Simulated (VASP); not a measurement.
Level of theory: PBE GGA + U (Dudarev), VASP's PBE PAW potentials (set 64) (plane waves; VASP).

A VASP calculation is set up with these files.

**KPOINTS**
```
Automatic mesh
0
Gamma
9 9 9
0.5 0.5 0.5
```

File POSCAR:
```
FeO
5.4214060
  0.8164964956   0.4082483400   0.4082483400
  0.4082483400   0.8164964956   0.4082483400
  0.4082483400   0.4082483400   0.8164964956
Fe O
2 2
direct
  0.0000000000   0.0000000000   0.0000000000
  0.5000000000   0.5000000000   0.5000000000
  0.2500000000   0.2500000000   0.2500000000
  0.7500000000   0.7500000000   0.7500000000
```

### INCAR
```
ALGO=Normal
EDIFF=1E-6
ENCUT=400
GGA=PE
ISIF=2
ISMEAR=0
ISPIN=2
LASPH=.TRUE.
LCHARG=.FALSE.
LDAU=.TRUE.
LDAUJ=0 0
LDAUL=2 -1
LDAUTYPE=2
LDAUU=6.0 0
LMAXMIX=4
LORBIT=11
LREAL=.FALSE.
LWAVE=.FALSE.
MAGMOM=4.0 -4.0 2*0.0
NELM=100
PREC=Accurate
SIGMA=0.05
SYSTEM=FeO
```

POTCAR, in this order: Fe O (PBE.64 set). Program: vasp_std.

The resulting files:

### OUTCAR
```
 ion  position               nearest neighbor table
   1  0.000  0.000  0.000-   4 2.21   4 2.21   3 2.21   3 2.21   4 2.21   3 2.21
   2  0.500  0.500  0.500-   3 2.21   3 2.21   4 2.21   4 2.21   3 2.21   4 2.21
   3  0.250  0.250  0.250-   1 2.21   1 2.21   2 2.21   2 2.21   1 2.21   2 2.21
   4  0.750  0.750  0.750-   2 2.21   2 2.21   1 2.21   1 2.21   2 2.21   1 2.21
  LATTYP: Found a trigonal (rhomboedric) cell.
 ALAT       =     5.4214058414
 COS(alpha) =     0.8333334337
 Subroutine PRICEL returns following result:
  LATTYP: Found a face centered cubic cell.
 ALAT       =     4.4265580000
 Subroutine GETGRP returns: Found 12 space group operations
The static configuration has the point symmetry D_3d.
The dynamic configuration has the point symmetry D_3d.
The overall configuration has the point symmetry D_3d.
 Subroutine INISYM returns: Found 12 space group operations
 Subroutine IBZKPT returns following result:
 Found     85 irreducible k-points:

 Following reciprocal coordinates:
            Coordinates               Weight
  0.055556  0.055556  0.055556      2.000000
  0.166667  0.055556  0.055556      6.000000
  0.277778  0.055556  0.055556      6.000000
  0.388889  0.055556  0.055556      6.000000
  0.500000  0.055556  0.055556      6.000000
 -0.388889  0.055556  0.055556      6.000000
 -0.277778  0.055556  0.055556      6.000000
 -0.166667  0.055556  0.055556      6.000000
 -0.055556  0.055556  0.055556      6.000000
  0.166667  0.166667  0.055556      6.000000
  0.277778  0.166667  0.055556     12.000000
  0.388889  0.166667  0.055556     12.000000
  0.500000  0.166667  0.055556     12.000000
 -0.388889  0.166667  0.055556     12.000000
 -0.277778  0.166667  0.055556     12.000000
 -0.166667  0.166667  0.055556     12.000000
 -0.055556  0.166667  0.055556     12.000000
  0.277778  0.277778  0.055556      6.000000
  0.388889  0.277778  0.055556     12.000000
...
```

OSZICAR:
```
       N       E                     dE             d eps       ncg     rms          rms(c)
DAV:   1     0.238091850826E+03    0.23809E+03   -0.11916E+04  6152   0.152E+03
DAV:   2     0.124385004362E+02   -0.22565E+03   -0.21955E+03  6152   0.370E+02
DAV:   3    -0.277569189620E+02   -0.40195E+02   -0.39103E+02  8834   0.166E+02
DAV:   4    -0.295089561496E+02   -0.17520E+01   -0.17022E+01  8522   0.370E+01
DAV:   5    -0.295515942472E+02   -0.42638E-01   -0.42214E-01  8520   0.490E+00    0.235E+01
DAV:   6    -0.239244299740E+02    0.56272E+01   -0.86504E+01 11042   0.144E+02    0.336E+01
DAV:   7    -0.242023141929E+02   -0.27788E+00   -0.76340E+00  7946   0.462E+01    0.162E+01
DAV:   8    -0.242130097811E+02   -0.10696E-01   -0.22719E+00  9778   0.206E+01    0.992E+00
DAV:   9    -0.243655147087E+02   -0.15250E+00   -0.48455E-01  9886   0.115E+01    0.120E+00
DAV:  10    -0.243893288704E+02   -0.23814E-01   -0.12691E-01 10158   0.632E+00    0.499E-01
DAV:  11    -0.244006251256E+02   -0.11296E-01   -0.19658E-02  8968   0.196E+00    0.336E-01
DAV:  12    -0.244054485587E+02   -0.48234E-02   -0.71640E-03  9810   0.136E+00    0.208E-01
DAV:  13    -0.244091205661E+02   -0.36720E-02   -0.12996E-02  9296   0.120E+00    0.103E-01
DAV:  14    -0.244096969426E+02   -0.57638E-03   -0.24588E-03  9560   0.502E-01    0.813E-02
DAV:  15    -0.244098499540E+02   -0.15301E-03   -0.21071E-04  8086   0.142E-01    0.334E-02
DAV:  16    -0.244099151960E+02   -0.65242E-04   -0.19733E-04  9056   0.131E-01    0.139E-02
DAV:  17    -0.244099249570E+02   -0.97611E-05   -0.29180E-05  8622   0.530E-02    0.677E-03
DAV:  18    -0.244099277418E+02   -0.27847E-05   -0.15954E-05  7734   0.447E-02    0.516E-03
DAV:  19    -0.244099280344E+02   -0.29267E-06   -0.14511E-06  4688   0.141E-02
   1 F= -.24409928E+02 E0= -.24407304E+02  d E =-.524711E-02  mag=     0.0000
```

File OUTCAR:
```
------------------------ aborting loop because EDIFF is reached ----------------------------------------
  FORCE on cell =-STRESS in cart. coord.  units (eV):
  Direction    XX          YY          ZZ          XY          YZ          ZX
  --------------------------------------------------------------------------------------
  Total       -3.8239238     -3.8239238     -3.8239238      0.3032728      0.3032728      0.3032728
  in kB     -141.2704030   -141.2704030   -141.2704030     11.2040610     11.2040610     11.2040610
  external PRESSURE =    -141.2704030 kB  Pullay stress =       0.0000000 kB
  volume of cell :       43.37
      direct lattice vectors                 reciprocal lattice vectors
     4.426559000  2.213280000  2.213280000     0.338863727 -0.112954593 -0.112954593
     2.213280000  4.426559000  2.213280000    -0.112954593  0.338863727 -0.112954593
     2.213280000  2.213280000  4.426559000    -0.112954593 -0.112954593  0.338863727
 POSITION                                       TOTAL-FORCE (eV/Angst)
 -----------------------------------------------------------------------------------
      0.00000      0.00000      0.00000        -0.000000     -0.000000     -0.000000
      4.42656      4.42656      4.42656        -0.000000     -0.000000     -0.000000
      2.21328      2.21328      2.21328        -0.000000      0.000000      0.000000
      6.63984      6.63984      6.63984         0.000000     -0.000000     -0.000000
 -----------------------------------------------------------------------------------
    total drift:                                0.000000     -0.000000      0.000000
  FREE ENERGIE OF THE ION-ELECTRON SYSTEM (eV)
  ---------------------------------------------------
  free  energy   TOTEN  =       -24.4099280344 eV

  energy  without entropy=      -24.4046809274  energy(sigma->0) =      -24.40730448

 total charge

# of ion       s       p       d       tot
------------------------------------------
    1        0.272   0.315   6.078   6.665
    2        0.272   0.315   6.078   6.665
    3        1.579   3.438   0.000   5.017
    4        1.579   3.438   0.000   5.017
--------------------------------------------------
tot          3.702   7.506  12.155  23.363

 magnetization (x)

# of ion       s       p       d       tot
------------------------------------------
    1        0.014   0.012   3.793   3.819
    2       -0.014  -0.012  -3.793  -3.819
    3        0.000   0.000   0.000   0.000
    4        0.000   0.000   0.000   0.000
--------------------------------------------------
tot         -0.000   0.000   0.000  -0.000
```
(Selected blocks of OUTCAR.)

At this cut-off the stress carries a Pulay error, which pulls relaxed volumes low.

The structure is a typed FeO crystal. The cell was not relaxed at this level. The run is one of a series of settings (LDAUU = 6.0 0 against the base run), some of them coarse on purpose. A gapless solution with U can be a metastable orbital state.
